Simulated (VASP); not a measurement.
An input for Quantum ESPRESSO's pw.x (written as the equivalent of a VASP run, and not itself run):

```
&CONTROL
  calculation = 'scf'
  pseudo_dir = './pseudo'
  outdir = './out'
  tprnfor = .true.
  tstress = .true.
/
&SYSTEM
  ibrav = 0
  nat = 2
  ntyp = 2
  ecutwfc = 62.5
  occupations = 'tetrahedra'
  input_dft = 'vdw-df-cx'
/
&ELECTRONS
  conv_thr = 7.3e-09
  electron_maxstep = 100
/
ATOMIC_SPECIES
  Pb 207.200 Pb.upf
  S 32.060 S.upf
CELL_PARAMETERS angstrom
     0.0000000    2.9590222    2.9590222
     2.9590222    0.0000000    2.9590222
     2.9590222    2.9590222   -0.0000000
ATOMIC_POSITIONS crystal
  Pb   0.0000000  0.0000000  0.0000000
  S    0.5000000  0.5000000  0.5000000
K_POINTS automatic
  9 9 9 0 0 0
```

Problem. Translate this input to VASP (INCAR, KPOINTS, POSCAR, choice of POTCAR).

Solution. This is not unique; one that fits is 
### KPOINTS
```
Automatic mesh
0
Gamma
9 9 9
0 0 0
```

**INCAR**
```
AGGAC  =  0.0
ALGO  =  Normal
EDIFF  =  1E-7
ENCUT  =  520
GGA  =  CX
ISIF  =  2
ISMEAR  =  -5
LASPH  =  .TRUE.
LCHARG  =  .TRUE.
LMAXMIX  =  4
LORBIT  =  11
LREAL  =  .FALSE.
LUSE_VDW  =  .TRUE.
LWAVE  =  .FALSE.
NEDOS  =  601
NELM  =  100
PREC  =  Accurate
SYSTEM  =  PbS
```

File POSCAR:
```
PbS
4.1846890
  0.0000000000   0.7071068417   0.7071068417
  0.7071068417   0.0000000000   0.7071068417
  0.7071068417   0.7071068417   0.0000000000
Pb S
1 1
Cartesian
  0.0000000000   0.0000000000   0.0000000000
  0.7071068417   0.7071068417   0.7071068417
```

POTCAR, in this order: Pb_d S (PBE.64 set). Program: vasp_std.

Limits of the translation: the potentials are each code's own (VASP's PAW set, PseudoDojo norm-conserving files in pw.x), so ENCUT and ecutwfc are chosen apart and not converted; conv_thr bounds pw.x's estimated SCF error, while EDIFF bounds the energy change between steps.

The compound is PbS in the rock salt structure. It was relaxed first.
